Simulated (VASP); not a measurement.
Data:

```xyz
2
Lattice="2.8000 0.0000 0.0000 0.0000 2.8000 0.0000 0.0000 0.0000 3.6700" Properties=species:S:1:pos:R:3 pbc="T T T"
Cu     0.0000     0.0000     0.0000
Au     1.4000     1.4000     1.8350
```

These are revPBE GGA, VASP's PBE PAW potentials (set 64) (plane waves; VASP) values and carry that method's errors. Settings: 520 eV cut-off, 12×12×9 Γ-centred mesh, first-order Methfessel-Paxton smearing of 0.10 eV, potentials Cu Au.

Energy and stress use the plane-wave basis of the starting cell.

### Question
The ions, cell shape and volume are relaxed. Give the cell that the relaxation ends in.

### Answer

```xyz
2
Lattice="2.9010 0.0000 0.0000 0.0000 2.9010 0.0000 0.0000 0.0000 3.6460" Properties=species:S:1:pos:R:3 pbc="T T T"
Cu     0.0000     0.0000     0.0000
Au     1.4505     1.4505     1.8230
```
Space group P4/mmm (123), at a tolerance of 0.03 Å.

### Question
How do energy and volume change from the first to the last step?

### Answer
The energy (σ→0) changes by -30.4 meV/atom and the volume by +6.6 %, in 9 ionic steps.

| step | E(σ→0) (eV) | max force (eV/Å) | pressure (GPa) | volume (Å³) |
|---|---|---|---|---|
| 1 | -6.1448 | 0.000 | 9.87 | 28.77 |
| 2 | -6.1611 | 0.000 | -6.69 | 32.62 |
| 3 | -6.2019 | 0.000 | -0.35 | 30.76 |
| 4 | -6.2019 | 0.000 | 0.03 | 30.70 |
| 5 | -6.2032 | 0.000 | 0.23 | 30.70 |
| 6 | -6.2054 | 0.000 | -0.03 | 30.69 |
| 7 | -6.2057 | 0.000 | 0.18 | 30.69 |
| 8 | -6.2057 | 0.000 | 0.08 | 30.68 |
| 9 | -6.2057 | 0.000 | 0.01 | 30.68 |

The compound is CuAu in the L1_0 structure. This run relaxes it. Symmetry was kept, so distortions that lower it aren't found.
